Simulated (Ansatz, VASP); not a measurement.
# Ge2MoAs4 (MoGe2As4 monolayer) in two plane-wave programs, part 2 of 2

One calculation is typed for both programs; each brings its own data sets. How far apart do they land? Of the first pair: The structure shown is the start of the Ansatz relaxation below; VASP solves that cell, so the two are compared at the walk's first step.

VASP 6.6.1 and Ansatz 0.2.0.

So far: The starting structure; Ansatz: relaxation, PBE with D3(BJ).

**3. VASP: single point, PBE with D3(BJ), start cell, pair 1**

Level of this step: PBE with D3(BJ); plane waves and PAW (As, Ge_d, Mo_sv) (VASP).

The same cell, functional, mesh and smearing now go to VASP, with its own data sets.

Lines of VASP's logs that name or quote its potential files are left out, and so is its time.

Input file INCAR:

```
SYSTEM = Ge2MoAs4
PREC = Accurate
ENCUT = 410
EDIFF = 1E-06
NELM = 120
ISMEAR = -1
SIGMA = 0.05
LREAL = .FALSE.
ALGO = Normal
GGA = PE
IVDW = 12
NBANDS = 38
LASPH = .TRUE.
LORBIT = 11
LWAVE = .FALSE.
LCHARG = .FALSE.
ISIF = 2
LDIPOL = .TRUE.
IDIPOL = 3
DIPOL = 0.5 0.5 0.5
LVHAR = .TRUE.
GGA_COMPAT = .FALSE.
EFERMI = MIDGAP
NELMDL = -8
KPAR = 2
```

Input file POSCAR:

```
Ge2MoAs4
1.0
    3.7300000000      0.0000000000      0.0000000000
   -1.8650000000      3.2302750000      0.0000000000
    0.0000000000      0.0000000000     49.2195420000
As Ge Mo
4 2 1
Direct
    0.0000000000      0.0000000000      0.4073585244
    0.3333333333      0.6666666667      0.4720279295
    0.3333333333      0.6666666667      0.5279720706
    0.0000000000      0.0000000000      0.5926414756
    0.3333333333      0.6666666667      0.4248921801
    0.3333333333      0.6666666667      0.5751078200
    0.0000000000      0.0000000000      0.5000000000
```

Input file KPOINTS:

```
Automatic mesh
0
Gamma
12 12 1
0 0 0
```

PAW data sets: As, Ge_d and Mo_sv (PBE family, release 64).

The run is started by

```bash
> mpirun -np 2 vasp_std
```

Numbers of over 12 decimals in the logs are rounded to 6 here.

The program printed:

```text
[banner, memory and clock lines left out]
running    2 mpi-ranks, on    1 nodes
 distrk:  each k-point on    1 cores,    2 groups
 distr:  one band on    1 cores,    1 groups

 POSCAR found type information on POSCAR AsGeMo
 POSCAR found :  3 types and       7 ions
 LDA part: xc-table for (Slater+PW92), standard interpolation
 POSCAR, INCAR and KPOINTS ok, starting setup
 FFT: planning ... GRIDC
 FFT: planning ... GRID_SOFT
 FFT: planning ... GRID
 WAVECAR not read
 entering main loop
       N       E                     dE             d eps       ncg     rms          rms(c)
DAV:   1     0.517525612553E+03    0.51753E+03   -0.25913E+04  1828   0.139E+03
DAV:   2     0.238054496447E+02   -0.49372E+03   -0.48197E+03  1778   0.339E+02
DAV:   3    -0.364901790653E+02   -0.60296E+02   -0.59459E+02  1984   0.136E+02
DAV:   4    -0.390115000102E+02   -0.25213E+01   -0.24732E+01  1790   0.320E+01
DAV:   5    -0.391126438155E+02   -0.10114E+00   -0.10086E+00  2144   0.590E+00
DAV:   6    -0.391146015523E+02   -0.19577E-02   -0.19568E-02  2074   0.711E-01
DAV:   7    -0.391146878738E+02   -0.86321E-04   -0.86309E-04  2190   0.140E-01
DAV:   8    -0.391146909752E+02   -0.31014E-05   -0.31012E-05  2068   0.232E-02    0.153E+01
DAV:   9    -0.383571199270E+02    0.75757E+00   -0.68392E+00  1546   0.115E+01    0.567E+00
DAV:  10    -0.383396395172E+02    0.17480E-01   -0.69374E+00  1884   0.127E+01    0.574E+00
DAV:  11    -0.377622274568E+02    0.57741E+00   -0.15980E+00  1688   0.620E+00    0.176E+00
DAV:  12    -0.377683384428E+02   -0.61110E-02   -0.28970E-01  1710   0.221E+00    0.854E-01
DAV:  13    -0.377643946755E+02    0.39438E-02   -0.15006E-02  1718   0.753E-01    0.340E-01
DAV:  14    -0.377650332437E+02   -0.63857E-03   -0.40675E-03  1770   0.275E-01    0.687E-02
[...]
DAV:  19    -0.377652661239E+02   -0.39932E-04   -0.27340E-06  1266   0.726E-03    0.217E-03
DAV:  20    -0.377652969755E+02   -0.30852E-04   -0.16944E-06  1210   0.339E-03    0.131E-03
DAV:  21    -0.377653246653E+02   -0.27690E-04   -0.30332E-06  1222   0.316E-03    0.973E-04
DAV:  22    -0.377653321379E+02   -0.74725E-05   -0.47149E-07  1148   0.181E-03    0.630E-04
DAV:  23    -0.377653373630E+02   -0.52251E-05   -0.13181E-07  1018   0.131E-03    0.482E-04
DAV:  24    -0.377653395034E+02   -0.21404E-05   -0.26722E-08   932   0.889E-04    0.300E-04
DAV:  25    -0.377653414579E+02   -0.19544E-05   -0.40288E-08  1000   0.552E-04    0.911E-05
DAV:  26    -0.377653420409E+02   -0.58307E-06   -0.45729E-09   884   0.347E-04
   1 F= -.40248057E+02 E0= -.40244894E+02  d E =-.632756E-02
```

OUTCAR, selected parts (step 3):

```text
ion  position               nearest neighbor table
   1  0.000  0.000  0.407-   5 2.32   5 2.32   5 2.32
   2  0.333  0.667  0.472-   5 2.32   7 2.56   7 2.56   7 2.56   3 2.75
   3  0.333  0.667  0.528-   6 2.32   7 2.56   7 2.56   7 2.56   2 2.75
   4  0.000  0.000  0.593-   6 2.32   6 2.32   6 2.32
   5  0.333  0.667  0.425-   1 2.32   1 2.32   2 2.32   1 2.32
   6  0.333  0.667  0.575-   4 2.32   4 2.32   3 2.32   4 2.32
   7  0.000  0.000  0.500-   2 2.56   2 2.56   3 2.56   3 2.56   2 2.56   3 2.56

  LATTYP: Found a hexagonal cell.
 ALAT       =     3.7300000000
 C/A-ratio  =    13.1955876676

 Subroutine GETGRP returns: Found 12 space group operations
 (whereof 12 operations were pure point group operations)

The static configuration has the point symmetry D_3h.

 Found     19 irreducible k-points:

   k-points           NKPTS =     19   k-points in BZ     NKDIM =     19   number of bands    NBANDS=     38

   dimension x,y,z NGX =    28 NGY =   28 NGZ =  336
   dimension x,y,z NGXF=    56 NGYF=   56 NGZF=  672

   ENCUT  =  410.0 eV  30.13 Ry    5.49 a.u.   6.16  6.16 81.26*2*pi/ulx,y,z

   NELECT =      62.0000    total number of electrons

 k-points in reciprocal lattice and weights: Automatic mesh
   0.00000000  0.00000000  0.00000000       0.007
   0.08333333  0.00000000  0.00000000       0.042
   0.16666667  0.00000000  0.00000000       0.042
   0.25000000 -0.00000000  0.00000000       0.042
   0.33333333 -0.00000000  0.00000000       0.042
   0.41666667 -0.00000000  0.00000000       0.042
   0.50000000 -0.00000000  0.00000000       0.021
   0.08333333  0.08333333  0.00000000       0.042
   0.16666667  0.08333333  0.00000000       0.083
[...]
0.33333333  0.25000000  0.00000000       0.083
   0.33333333  0.33333333  0.00000000       0.014

 dipolmoment           0.000000      0.000000     -0.000000 electrons x Angstroem

 average (electrostatic) potential at core
       1 -57.1096       2 -56.6745       3 -56.6745       4 -57.1096       5 -82.1547
       6 -82.1547       7 -83.8918

 E-fermi :  -2.1259

 k-point     1 :       0.0000    0.0000    0.0000
  band No.  band energies     occupation
    ...
     27      -4.0097      2.00000
     28      -3.5326      2.00000
     29      -3.5326      2.00000
     30      -2.5753      1.99975
     31      -2.3637      1.98296
     32      -1.6128      0.00007
     33      -1.3738      0.00000
     34      -0.0177      0.00000
     35      -0.0177      0.00000
     36       0.2391      0.00000
    ...

 k-point     2 :       0.0833    0.0000    0.0000
  band No.  band energies     occupation
    ...
     27      -4.1824      2.00000
     28      -3.7027      2.00000
     29      -3.6419      2.00000
     30      -2.4761      1.99818
     31      -2.1691      1.40700
     32      -1.0418      0.00000
     33      -0.9927      0.00000
     34      -0.0934      0.00000
     35       0.1744      0.00000
     36       0.1879      0.00000
    ...

 k-point     3 :       0.1667    0.0000    0.0000
  band No.  band energies     occupation
    ...
     27      -4.5072      2.00000
     28      -3.9253      2.00000
     29      -3.9016      2.00000
     30      -2.6728      1.99996
     31      -2.4325      1.99566
     32      -0.8734      0.00000
     33      -0.8519      0.00000
     34       0.2840      0.00000
     35       0.2957      0.00000
     36       0.3035      0.00000
    ...

 Edisp (eV)   -2.48272

  Total       2.17685     2.17685    14.65317     0.00000    -0.00000     0.00000
  in kB       5.88102     5.88102    39.58734     0.00000    -0.00000     0.00000
  external pressure =       17.12 kB  Pullay stress =        0.00 kB

  energy-cutoff  :      410.00
  volume of cell :      593.04
      direct lattice vectors                 reciprocal lattice vectors
     3.730000000  0.000000000  0.000000000     0.268096515  0.154785583  0.000000000
    -1.865000000  3.230275000  0.000000000     0.000000000  0.309571167  0.000000000
     0.000000000  0.000000000 49.219542000     0.000000000  0.000000000  0.020317133

 POSITION                                       TOTAL-FORCE (eV/Angst)
 -----------------------------------------------------------------------------------
      0.00000      0.00000     20.05000         0.000000      0.000000     -2.793829
     -0.00000      2.15352     23.23300        -0.000000      0.000000      0.366638
     -0.00000      2.15352     25.98654        -0.000000      0.000000     -0.366638
      0.00000      0.00000     29.16954         0.000000      0.000000      2.793829
     -0.00000      2.15352     20.91300         0.000000     -0.000000      1.298625
     -0.00000      2.15352     28.30654        -0.000000     -0.000000     -1.298625
      0.00000      0.00000     24.60977        -0.000000      0.000000      0.000000
 -----------------------------------------------------------------------------------
    total drift:                               -0.000005     -0.000004     -0.000007

  FREE ENERGIE OF THE ION-ELECTRON SYSTEM (eV)
  ---------------------------------------------------
  free  energy   TOTEN  =       -40.2480573025 eV

  energy  without entropy=      -40.2417297385  energy(sigma->0) =      -40.24489352

 vacuum level on the upper side and lower side of the slab         2.631         2.631

 total charge
# of ion       s       p       d       tot
------------------------------------------
    1        1.247   1.590   0.047   2.884
    2        1.216   1.580   0.071   2.868
    3        1.216   1.580   0.071   2.868
    4        1.247   1.590   0.047   2.884
    5        1.127   1.343  10.095  12.564
    6        1.127   1.343  10.095  12.564
    7        2.271   6.150   3.975  12.395
--------------------------------------------------
tot          9.451  15.176  24.399  49.026

[... 3 further parts left out ...]
```

**4. Side by side**

Known differences besides the potentials themselves: Ansatz cuts the interaction across the vacuum, VASP repeats the sheet with a dipole correction; the data sets hold 102 valence electrons in Ansatz (on its default PAW (the set named soft_2) files) and 62 in VASP; the cutoff is 420 eV in Ansatz and 410 eV in VASP. Total energies have different zeros and are not compared.

Forces (eV/Å; atoms numbered as in POSCAR):

| atom | Ansatz x, y, z | VASP x, y, z |
| --- | --- | --- |
| As1 | 0.000, 0.000, -2.752 | 0.000, 0.000, -2.794 |
| As2 | 0.000, 0.000, 0.374 | 0.000, 0.000, 0.367 |
| As3 | 0.000, 0.000, -0.374 | 0.000, 0.000, -0.367 |
| As4 | 0.000, 0.000, 2.752 | 0.000, 0.000, 2.794 |
| Ge5 | 0.000, 0.000, 1.285 | 0.000, 0.000, 1.299 |
| Ge6 | 0.000, 0.000, -1.285 | 0.000, 0.000, -1.299 |
| Mo7 | 0.000, 0.000, 0.000 | 0.000, 0.000, 0.000 |

The forces differ by 14 meV/Å r.m.s., which is 1.4 % of the r.m.s. force of 0.957 eV/Å (both taken over all components). With vacuum in the cell, a pressure given here is an average over mostly empty space and none of the material.

**5. Ansatz: relaxation, PBE with D3(BJ)**

This run makes the geometry at which the two programs are then compared.

The structure compared here is the end of the Ansatz relaxation.

Input file input.yaml:

```yaml
crystal:
  lattice:
    - [3.73, 0.0, 0.0]
    - [-1.865, 3.2302747561, 0.0]
    - [0.0, 0.0, 49.2195424057]
  atoms:
    - { symbol: As, position: [0.0, 0.0, 0.407358521] }
    - { symbol: Ge, position: [0.3333333333, 0.6666666667, 0.4248921795] }
    - { symbol: As, position: [0.3333333333, 0.6666666667, 0.4720279286] }
    - { symbol: Mo, position: [0.0, 0.0, 0.5] }
    - { symbol: As, position: [0.3333333333, 0.6666666667, 0.5279720714] }
    - { symbol: Ge, position: [0.3333333333, 0.6666666667, 0.5751078205] }
    - { symbol: As, position: [0.0, 0.0, 0.592641479] }
  periodic: [true, true, false]
kpoints:
  mp_grid: { grid: [12, 12, 1] }
hamiltonian:
  xc: pbe
  dispersion: d3bj
scf:
  occupations: { method: fermi_dirac, width: 0.05 }
  convergence: { dr2_threshold: 1.0e-09 }
relax:
  f_tol: 0.004
  max_steps: 90
  cell: {}
output:
  write_potential: true
  write_density: true
  volumetric_format: npy
```

The run is started by

```bash
> ansatz run input.yaml --threads 4 --pin off --max-ram 6144MiB --backend cpu --events-out ev --progress --plain --runs-dir out
```

The program printed:

```text
[...]
Crystal: 7 atoms, lattice volume = 593.043 Å³
Basis set: ecut = 420 eV, 11661 PW (Γ), exchange–correlation on 50×50×720 points (8 copies of the dense FFT grid, shifted against one another)
Bands: 62, of which v1, the nominal top of the filled ones, is band 51 counted from 1 (50 counted from 0)
Symmetry: 12 space group operations
[...]
- { symbol: Ge, position: [0.333333, 0.666667, 0.420911] }
    - { symbol: As, position: [0.333333, 0.666667, 0.470172] }
    - { symbol: Mo, position: [1.0573552618554969e-17, -5.135725556199065e-17, 0.500000] }
    - { symbol: As, position: [0.333333, 0.666667, 0.529828] }
    - { symbol: Ge, position: [0.333333, 0.666667, 0.579089] }
    - { symbol: As, position: [7.968991453116396e-18, -5.135725556199065e-17, 0.603309] }
[key lines of the parts left out:]
SCF converged after 6 iterations
Free energy (F): -32973.322630 eV
Fermi energy:    -4.673931 eV
P = ½ c Tr σ = -0.0088 N/m
```

**6. VASP: single point, PBE with D3(BJ), relaxed cell, pair 2**

The same cell, functional, mesh and smearing now go to VASP, with its own data sets.

INCAR is that of step 3.

Input file POSCAR:

```
Ge2MoAs4
1.0
    3.6316246230      0.0000000000      0.0000000000
   -1.8158123115      3.1450791805      0.0000000000
    0.0000000000      0.0000000000     49.2195424057
As Ge Mo
4 2 1
Direct
    0.0000000000      0.0000000000      0.3966914093
    0.3333333333      0.6666666667      0.4701719868
    0.3333333333      0.6666666667      0.5298280132
    0.0000000000      0.0000000000      0.6033085907
    0.3333333333      0.6666666667      0.4209110936
    0.3333333333      0.6666666667      0.5790889064
    0.0000000000      0.0000000000      0.5000000000
```

KPOINTS is that of step 3.

The run is started by

```bash
> mpirun -np 2 vasp_std
```

The program printed:

```text
[... set-up lines as in an earlier step ...]
 entering main loop
       N       E                     dE             d eps       ncg     rms          rms(c)
DAV:   1     0.512748691933E+03    0.51275E+03   -0.25937E+04  1874   0.142E+03
DAV:   2     0.228101465439E+02   -0.48994E+03   -0.47757E+03  1738   0.340E+02
DAV:   3    -0.373891045238E+02   -0.60199E+02   -0.58844E+02  1998   0.137E+02
DAV:   4    -0.400740395009E+02   -0.26849E+01   -0.26353E+01  1834   0.325E+01
[...]
DAV:  26    -0.389851262730E+02   -0.11010E-05   -0.17731E-08  1078   0.501E-04    0.917E-05
DAV:  27    -0.389851276199E+02   -0.13468E-05   -0.27442E-08  1030   0.396E-04    0.605E-05
DAV:  28    -0.389851281434E+02   -0.52350E-06   -0.73595E-09  1014   0.276E-04
   1 F= -.41431127E+02 E0= -.41431042E+02  d E =-.169924E-03
```

OUTCAR, selected parts (step 6):

```text
 Edisp (eV)   -2.44600

  Total      -0.02030    -0.02030     0.07968    -0.00000     0.00000     0.00000
  in kB      -0.05786    -0.05786     0.22710    -0.00000     0.00000     0.00000
  external pressure =        0.04 kB  Pullay stress =        0.00 kB

 POSITION                                       TOTAL-FORCE (eV/Angst)
 -----------------------------------------------------------------------------------
      0.00000      0.00000     19.52497         0.000000      0.000000     -0.041594
     -0.00000      2.09672     23.14165         0.000000     -0.000000     -0.008248
     -0.00000      2.09672     26.07789         0.000000     -0.000000      0.008248
      0.00000      0.00000     29.69457         0.000000      0.000000      0.041594
     -0.00000      2.09672     20.71705        -0.000000     -0.000000      0.022917
     -0.00000      2.09672     28.50249        -0.000000     -0.000000     -0.022917
      0.00000      0.00000     24.60977         0.000000     -0.000000      0.000000
 -----------------------------------------------------------------------------------
    total drift:                               -0.000001      0.000001     -0.000000

  FREE ENERGIE OF THE ION-ELECTRON SYSTEM (eV)
  ---------------------------------------------------
  free  energy   TOTEN  =       -41.4311269522 eV

  energy  without entropy=      -41.4309570282  energy(sigma->0) =      -41.43104199

[... 1 part as in an earlier step ...]

[... 2 further parts left out ...]
[key lines of the parts left out:]
E-fermi :  -1.9824
```

**7. Comparison**

What differs besides the data sets and the points named for the pairs above, as far as they apply: the data sets hold 102 valence electrons in Ansatz (on its default PAW (the set named soft_2) files) and 62 in VASP. Total energies have different zeros and are not compared.

Compared:

| quantity | Ansatz | VASP | difference |
| --- | --- | --- | --- |
| gap on the k mesh (eV) | 0.593 | 0.599 | -0.007 |

At this near-relaxed geometry the largest component of a force difference is 41 meV/Å. A gap on the mesh is an upper bound, since the band edges may lie between its points. With vacuum in the cell, a pressure given here is an average over mostly empty space and none of the material.

**8. What the set-up changes**

Further runs change the set-up of one program: Ansatz's method, potentials or start, or VASP's data sets, cutoff or form of LDA. The table gives Ansatz less VASP for each quantity, since a change that brings one quantity closer may part another.

```csv
run,r.m.s. force difference (meV/Å),gap on the k mesh (eV)
as above,15,-0.0067
"VASP with the data sets As_d, Ge_d and Mo_sv and a cutoff of 520 eV",6.6,-0.0071
```

**9. What came out**

| Item | Value |
| --- | --- |
| r.m.s. force difference (single point, PBE with D3(BJ), start cell, pair 1) | 1.4 % of the r.m.s. force |
| r.m.s. force difference (single point, PBE with D3(BJ), relaxed cell, pair 2) | 15 meV/Å |

The r.m.s. force difference is 15 meV/Å (single point, PBE with D3(BJ), relaxed cell, pair 2), beyond the 12 meV/Å picked in this series as the mark of a large difference. The data sets hold unlike numbers of valence electrons (102 in Ansatz and 62 in VASP), so part of the differences comes from the potentials. Single point, PBE with D3(BJ), relaxed cell, pair 2, VASP with the data sets As_d, Ge_d and Mo_sv and a cutoff of 520 eV: r.m.s. force difference goes from 15 to 6.6 meV/Å. How closely two codes agree says nothing of how well the functional describes the real material.

[Lines on the potential files, build, host, timing and source positions are cut from VASP's logs without a mark.]

[Logs are printed without paths, hosts, clocks, repeated set-up lines and the standing remarks that a program may print on its own settings, such as how far it seeks lower states.]

[Hosts, paths, dates, database ids (printed as entryN), source tags and the programs' standing remarks are cut or masked in the printed files.]
